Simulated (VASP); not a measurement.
An input for Quantum ESPRESSO's pw.x (written as the equivalent of a VASP run, and not itself run):

```
&CONTROL
  calculation = 'vc-relax'
  pseudo_dir = './pseudo'
  outdir = './out'
  tprnfor = .true.
  tstress = .true.
  nstep = 40
  forc_conv_thr = 0.00078
/
&SYSTEM
  ibrav = 0
  nat = 2
  ntyp = 2
  ecutwfc = 70
  occupations = 'smearing'
  smearing = 'gaussian'
  degauss = 0.003675
  input_dft = 'pz'
/
&ELECTRONS
  conv_thr = 7.3e-08
  electron_maxstep = 100
/
&IONS
/
&CELL
  press = 100
/
ATOMIC_SPECIES
  In 114.818 In.upf
  P 30.974 P.upf
CELL_PARAMETERS angstrom
     0.0000000    2.8101108    2.8101108
     2.8101108    0.0000000    2.8101108
     2.8101108    2.8101108    0.0000000
ATOMIC_POSITIONS crystal
  In   0.0000000  0.0000000  0.0000000
  P    0.2500000  0.2500000  0.2500000
K_POINTS automatic
  8 8 8 0 0 0
```

Q: Translate this input to VASP (INCAR, KPOINTS, POSCAR, choice of POTCAR).

A: This is not unique; one that fits is 
**INCAR**
```
# general
SYSTEM  = InP
PREC    = Accurate
ENCUT   = 500
LREAL   = .FALSE.
LASPH   = .TRUE.

# electronic loop
EDIFF   = 1E-6
NELM    = 100
ALGO    = Normal
LMAXMIX = 4

# smearing
ISMEAR  = 0
SIGMA   = 0.05

# ions
IBRION  = 2
NSW     = 40
ISIF    = 3
EDIFFG  = -0.02
PSTRESS = 100

# output
LWAVE   = .FALSE.
LCHARG  = .FALSE.
```

File POSCAR:
```
InP
1.0
  0.0000000000   2.8101108353   2.8101108353
  2.8101108353   0.0000000000   2.8101108353
  2.8101108353   2.8101108353   0.0000000000
In P
1 1
direct
  0.0000000000   0.0000000000   0.0000000000
  0.2500000000   0.2500000000   0.2500000000
```

File KPOINTS:
```
Automatic mesh
0
Gamma
8 8 8
0 0 0
```

POTCAR, in this order: In_d P (LDA.64 set). Program: vasp_std.

What does not carry over: the potentials are each code's own (VASP's PAW set, PseudoDojo norm-conserving files in pw.x), so ENCUT and ecutwfc are chosen apart and not converted; conv_thr bounds pw.x's estimated SCF error, while EDIFF bounds the energy change between steps; forc_conv_thr acts on force components and is met together with etot_conv_thr.

The compound is InP in the zinc blende structure. It was relaxed first under an external pressure of 10 GPa.
